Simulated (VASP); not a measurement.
Output of a VASP run:

### OSZICAR
```
       N       E                     dE             d eps       ncg     rms          rms(c)
DAV:   1     0.140774353096E+02    0.14077E+02   -0.37336E+03   320   0.858E+02
DAV:   2    -0.117337827637E+02   -0.25811E+02   -0.25320E+02   496   0.110E+02
DAV:   3    -0.120381942865E+02   -0.30441E+00   -0.30441E+00   344   0.163E+01
DAV:   4    -0.120386629835E+02   -0.46870E-03   -0.46870E-03   496   0.717E-01
DAV:   5    -0.120386630413E+02   -0.57727E-07   -0.57725E-07   328   0.653E-03    0.493E+00
DAV:   6    -0.114662589427E+02    0.57240E+00   -0.18408E+00   336   0.702E+00    0.244E+00
DAV:   7    -0.114073825739E+02    0.58876E-01   -0.20563E-01   448   0.275E+00    0.957E-01
DAV:   8    -0.114004706489E+02    0.69119E-02   -0.21819E-02   344   0.104E+00    0.116E-01
DAV:   9    -0.114007972036E+02   -0.32655E-03   -0.59663E-04   424   0.199E-01    0.672E-02
DAV:  10    -0.114009827000E+02   -0.18550E-03   -0.29456E-04   360   0.127E-01    0.164E-02
DAV:  11    -0.114009883953E+02   -0.56953E-05   -0.11200E-05   488   0.265E-02    0.140E-02
DAV:  12    -0.114009879925E+02    0.40282E-06   -0.25264E-06   320   0.111E-02
   1 F= -.11400988E+02 E0= -.11400988E+02  d E =-.101192E-11
```

### OUTCAR
```
------------------------ aborting loop because EDIFF is reached ----------------------------------------
  FORCE on cell =-STRESS in cart. coord.  units (eV):
  Direction    XX          YY          ZZ          XY          YZ          ZX
  --------------------------------------------------------------------------------------
  Total        0.5384678      0.5384678      0.5384678      0.0000000      0.0000000      0.0000000
  in kB       31.5970536     31.5970536     31.5970536      0.0000000      0.0000000      0.0000000
  external PRESSURE =      31.5970536 kB  Pullay stress =       0.0000000 kB
  volume of cell :       27.30
      direct lattice vectors                 reciprocal lattice vectors
     0.000000000  2.390000000  2.390000000    -0.209205021  0.209205021  0.209205021
     2.390000000  0.000000000  2.390000000     0.209205021 -0.209205021  0.209205021
     2.390000000  2.390000000  0.000000000     0.209205021  0.209205021 -0.209205021
  FREE ENERGIE OF THE ION-ELECTRON SYSTEM (eV)
  ---------------------------------------------------
  free  energy   TOTEN  =       -11.4009879925 eV

  energy  without entropy=      -11.4009879924  energy(sigma->0) =      -11.40098799
```
(Selected blocks of OUTCAR.)

File POSCAR:
```
BAs
1
    0.0000000000     2.3900000000     2.3900000000
    2.3900000000     0.0000000000     2.3900000000
    2.3900000000     2.3900000000     0.0000000000
B As
1 1
Direct
  0.0000000000   0.0000000000   0.0000000000
  0.2500000000   0.2500000000   0.2500000000
```

Task: Reconstruct the remaining input files.

Result: One answer among several that fit: the input of the run itself, PBE GGA, plane waves, VASP's PBE PAW potentials (set 64).

**INCAR**
```
ALGO  =  Normal
EDIFF  =  1E-6
ENCUT  =  520
GGA  =  PE
ISIF  =  2
ISMEAR  =  0
LASPH  =  .True.
LCHARG  =  .False.
LMAXMIX  =  4
LREAL  =  .False.
LWAVE  =  .False.
NELM  =  100
PREC  =  Accurate
SIGMA  =  0.05
SYSTEM  =  BAs
```

File KPOINTS:
```
Automatic mesh
0
Gamma
7 7 7
0 0 0
```

POTCAR, in this order: B As (PBE.64 set). Program: vasp_std.

The compound is BAs in the zinc blende structure. The cell was not relaxed at this level.
